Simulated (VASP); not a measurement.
Here is the system:

```
CELL_PARAMETERS angstrom
      0.00000     2.78180     2.78180
      2.78180     0.00000     2.78180
      2.78180     2.78180     0.00000
ATOMIC_POSITIONS crystal
  Be 0.00000 0.00000 0.00000
  Te 0.25000 0.25000 0.25000
```

All values below come from MS2 meta-GGA, VASP's PBE PAW potentials (set 64) (plane waves; VASP). Settings: 520 eV cut-off, 8×8×8 Γ-centred mesh, Gaussian smearing of 0.050 eV, potentials Be Te.

Unless said otherwise, spin-orbit coupling is left out, though it shifts the bands of the heavy elements here.

Q: What does the run give for the energy per atom (σ→0), pressure, band gap (on the k-mesh) with the smallest direct gap where there is one?

A: 
| Property | Result |
|---|---|
| band gap (on the k-mesh) | 2.21 eV |
| smallest direct gap (on the k-mesh) | 4.05 eV |
| energy per atom (σ→0) | -2364 meV/atom |
| pressure | 2.06 GPa |

The compound is BeTe in the zinc blende structure. This cell is one point of a volume scan, at 0.97 of the reference volume.
